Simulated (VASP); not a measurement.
Here is a VASP 6.6.1 calculation.

INCAR

```
  ALGO = Normal
  EDIFF = 1E-6
  ENCUT = 520
  GGA = PE
  ISIF = 2
  ISMEAR = -1
  ISPIN = 2
  LASPH = True
  LCHARG = False
  LMAXMIX = 4
  LORBIT = 11
  LREAL = False
  LWAVE = False
  MAGMOM = 2
  NBANDS = 15
  NELM = 150
  PREC = Accurate
  SIGMA = 0.1
```

The input KPOINTS:

```
k-points
0
Gamma
  12 12 12
```

File POSCAR:

```
Ni
1.0
    0.0000000000      1.8015000000      1.8015000000
    1.8015000000      0.0000000000      1.8015000000
    1.8015000000      1.8015000000      0.0000000000
Ni
1
Direct
    0.0000000000      0.0000000000      0.0000000000
```

Potentials or basis: VASP PAW PBE potentials, release 64 (Ni).

Run with:

```sh
$ cat potpaw_PBE.64/Ni/POTCAR > POTCAR
$ mpirun -np 1 vasp_std > vasp.out
```

Q: What does it give for the site moments?

A: Ni +0.68 μB.

Q: Predict the band gap on the k mesh.

A: None (metal or under the smearing width).

Q: Estimate the pressure.

A: -11.1 GPa.
